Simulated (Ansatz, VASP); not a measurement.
# Zn2SbO3 in VASP and in Ansatz

```
Zn Sb O
1.0
     5.53586    0.00000    0.00000
    -2.76793    4.79420    0.00000
     0.00000    0.00000    2.83326
Zn Sb O
2 1 3
Direct
  0.66667 0.33333 0.50000
  0.33333 0.66667 0.50000
  0.00000 0.00000 0.50000
  0.00000 0.50000 0.00000
  0.50000 0.50000 0.00000
  0.50000 0.00000 0.00000
```

Change from the starting cell: species swapped into the DyB2Rh3 type (P6/mmm, No. 191).

Alike in both runs: functional PBE; k mesh 6 × 6 × 6; occupations gaussian, width 0.1 eV; no spin polarisation.

Ansatz relaxed the structure, and its values are those at the end. VASP's run is a single point on that final structure, the one shown.

|  | VASP | Ansatz |
| --- | --- | --- |
| version | VASP 6.6.1 | Ansatz 0.2.0 |
| potentials or method | VASP PAW PBE potentials, release 64 (Zn, Sb, O) | scalar-relativistic, plane waves, PAW |
| plane-wave cutoff (eV) | 520 | 420 |
| valence electrons in the cell | 47 | 57 |

|  | VASP | Ansatz | Ansatz less VASP |
| --- | --- | --- | --- |
| gap on the k mesh at the Fermi level (eV) | none | none | - |
| pressure (GPa) | 0.2 | -0.2 | -0.39 |

A gap of «none» marks a metal or a gap that the smearing closes. The two sets of potentials don't hold the same shells in valence.

Caveats: the k mesh is coarse (spacing up to 0.37 Å⁻¹), so the values aren't converged; an odd number of electrons without spin polarisation forces a metal; a magnetic or distorted state may lie lower. The runs have no spin-orbit coupling, so splittings on Sb are missing.
